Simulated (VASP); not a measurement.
Given:

```
Fe3Ga
1.0
    3.63803     0.00000     0.00000
    0.00000     3.63803     0.00000
    0.00000     0.00000     3.63803
Ga Fe
1 3
Cartesian
  0.00000   0.00000   0.00000
  0.00000   1.81902   1.81902
  1.81902   0.00000   1.81902
  1.81902   1.81902   0.00000
```

All values below come from LDA (Ceperley-Alder, Perdew-Zunger), VASP's LDA PAW potentials (set 64) (plane waves; VASP). Settings: 300 eV cut-off, 6×6×6 Γ-centred mesh, Gaussian smearing of 0.27 eV, potentials Ga_d Fe.

At this cut-off the stress carries a Pulay error, which pulls relaxed volumes low. The run has a spin-polarised start.

Task: Give the stress tensor in GPa (positive for a compressed cell).

Result: 
```
-13.98    0.00    0.00
  0.00  -13.98    0.00
  0.00    0.00  -13.98
```
The pressure is its mean diagonal, -13.98 GPa.

The structure comes from a computed database's GaFe3 entry (Pm-3m); how it stands against other phases isn't given here. The cell was not relaxed at this level.
